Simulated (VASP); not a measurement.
Consider the following.

```yaml
crystal:
  lattice:
    - [0.00000, 2.54062, 2.54062]
    - [2.54062, 0.00000, 2.54062]
    - [2.54062, 2.54062, 0.00000]
  atoms:
    - { symbol: Mg, position: [0.00000, 0.00000, 0.00000] }
    - { symbol: S, position: [0.50000, 0.50000, 0.50000] }
```

All values below come from PBEsol GGA, VASP's PBE PAW potentials (set 64) (plane waves; VASP 6.6.1). Run with 500 eV cut-off, 9×9×9 Γ-centred mesh, Gaussian smearing of 0.050 eV, potentials Mg S.

Task: Predict the energy per atom (σ→0), pressure.

Result: 
```yaml
energy per atom (σ→0): -4.523 eV/atom
pressure: 5.00 GPa
```

Only differences to runs with the same potentials and settings are physical.

The structure was generated: MgS was put into the rock salt type (Fm-3m), which need not be its known phase. It was relaxed first under an external pressure of 5 GPa.
